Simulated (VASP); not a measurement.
```
CELL_PARAMETERS angstrom
      3.51807     0.00000     0.00000
      0.00000     3.51807     0.00000
      0.00000     0.00000     3.51807
ATOMIC_POSITIONS crystal
  Si 0.00000 0.00000 0.00000
  Ni 0.00000 0.50000 0.50000
  Ni 0.50000 0.00000 0.50000
  Ni 0.50000 0.50000 0.00000
```

The numbers are results of PBE GGA, VASP's PBE PAW potentials (set 64) (plane waves; VASP 6.6.1), not measurements. Run with 300 eV cut-off, 9×9×9 Γ-centred mesh, Fermi-Dirac smearing of 0.050 eV, potentials Si Ni.

Q: Give the energies of bands 7 to 20 at the high-symmetry points, in eV from the Fermi level.

A: 
| band | Γ | X | M | R |
|---|---|---|---|---|
| 7 | -3.49 | -2.84 | -2.67 | -3.70 |
| 8 | -1.53 | -2.16 | -2.67 | -2.18 |
| 9 | -1.53 | -2.16 | -2.07 | -2.18 |
| 10 | -1.53 | -2.02 | -2.07 | -2.18 |
| 11 | -0.89 | -1.92 | -1.52 | -1.43 |
| 12 | -0.89 | -1.30 | -1.42 | -1.43 |
| 13 | -0.89 | -1.30 | -1.42 | -1.43 |
| 14 | -0.62 | -1.28 | -1.41 | -1.23 |
| 15 | -0.62 | -1.14 | -1.10 | -1.23 |
| 16 | -0.30 | -0.56 | -1.01 | -0.39 |
| 17 | 0.02 | 0.02 | -0.94 | -0.21 |
| 18 | 0.02 | 3.55 | 0.63 | -0.21 |
| 19 | 0.02 | 3.55 | 0.63 | -0.21 |
| 20 | 4.71 | 5.11 | 5.51 | 1.15 |

It has no gap at this level: it comes out as a metal or semimetal.

The structure is a typed Ni3Si crystal. The cell was not relaxed at this level. The run is not spin-polarised, so no magnetic state was tried.
